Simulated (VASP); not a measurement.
Data:

```xyz
3
Lattice="2.7478 0.0000 0.0000 -1.3739 2.3796 0.0000 0.0000 0.0000 16.2341" Properties=species:S:1:pos:R:3 pbc="T T T"
N      0.0000     0.0000     8.1170
Ru     0.0000     1.5864     9.2341
Ru     1.3739     0.7932     7.0000
```

The numbers are results of PBE GGA, VASP's PBE PAW potentials (set 64) (plane waves; VASP), not measurements. Numerical set-up: 400 eV cut-off, 14×14×1 Γ-centred mesh, Gaussian smearing of 0.14 eV, potentials N Ru_pv.

At this cut-off the stress carries a Pulay error, which pulls relaxed volumes low. The cell holds a wide vacuum, so values per volume refer to the whole cell.

### Question
Which forces act on the atoms, in eV/Å?

### Answer

```csv
atom,Fx,Fy,Fz
N1,0.000,0.000,0.000
Ru2,0.000,0.000,5.682
Ru3,0.000,0.000,-5.682
```

### Question
Give the stress tensor in GPa (positive for a compressed cell).

### Answer

```
17.01   0.00   0.00
 0.00  17.01   0.00
 0.00   0.00  18.18
```
The pressure is its mean diagonal, 17.40 GPa.

The cell is a sheet with vacuum, built from a generated structure.
